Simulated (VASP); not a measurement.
Mo:

```
CELL_PARAMETERS angstrom
-1.58381 1.58381 1.58381
1.58381 -1.58381 1.58381
1.58381 1.58381 -1.58381
ATOMIC_POSITIONS crystal
Mo 0.00000 0.00000 0.00000
```

```yaml
Program: VASP 6.6.1
Task: relaxation of cell and atoms
Functional: PBEsol
Potentials_or_basis: VASP PAW PBE potentials, release 64 (Mo_sv)
Cutoff: 480 eV
k_mesh: 18 × 18 × 18
Occupations: gaussian, width 0.1 eV
Spin: no spin polarisation
```

At the start: pressure -9.0 GPa; volume 15.89 Å³/atom.

Q: Where does the relaxation end?

A: Over 4 steps the energy falls by 15.6 meV/atom and the volume is 15.36 Å³/atom (-3.4 %); space group Im-3m (No. 229, to 0.05 Å).

The path:
| step | energy change (eV) | largest force (eV/Å) | pressure (GPa) | volume (Å³) |
| --- | --- | --- | --- | --- |
| 1 | 0.0000 | 0.0000 | -9.01 | 15.89 |
| 2 | 0.1233 | 0.0000 | 33.93 | 13.92 |
| 3 | -0.0156 | 0.0000 | -0.38 | 15.37 |
| 4 | -0.0156 | 0.0000 | -0.04 | 15.36 |

Final structure:
```cif
data_structure
_symmetry_space_group_name_H-M 'P 1'
_symmetry_Int_Tables_number 1
_cell_length_a 2.7121
_cell_length_b 2.7121
_cell_length_c 2.7121
_cell_angle_alpha 109.471
_cell_angle_beta 109.471
_cell_angle_gamma 109.471
_cell_volume 15.36
loop_
_atom_site_label
_atom_site_type_symbol
_atom_site_fract_x
_atom_site_fract_y
_atom_site_fract_z
_atom_site_occupancy
Mo1 Mo 0.00000 0.00000 0.00000 1
```

Caveat: the PAW data sets were made with another functional, which shifts forces and pressure a little.
